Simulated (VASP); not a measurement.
**CeS (space group Fm-3m): computed properties**

All values below come from LDA (Ceperley-Alder, Perdew-Zunger), VASP's LDA PAW potentials (set 64) (plane waves; VASP).

```
Property                                                               Value
----------------------------------  ----------------------------------------
space group                                                      Fm-3m (225)
cell                                a = b = c = 5.5654 Å, α = β = γ = 90.00°
volume per atom                                                21.55 Å³/atom
band gap (over mesh and band path)  none (metal, semimetal or under 0.01 eV)
band gap with spin-orbit coupling                            none (metallic)
density                                                           6.63 g/cm³
```

Space group Fm-3m (No. 225); a = b = c = 5.565 Å, α = β = γ = 90.00°

```json
[
 {"atom": "Ce", "site": "4a", "symmetry": "m-3m", "x": "0.0000", "y": "0.0000", "z": "0.0000"},
 {"atom": "S", "site": "4b", "symmetry": "m-3m", "x": "0.5000", "y": "0.5000", "z": "0.5000"}
]
```
(The calculation used a cell of 2 atoms; values per cell refer to that cell.)

The structure comes from a computed database's CeS entry (Fm-3m); how it stands against other phases isn't given here. It was relaxed first, which changed the volume by -6 %. Symmetry was kept, so distortions that lower it aren't found. The run is not spin-polarised, so no magnetic state was tried.
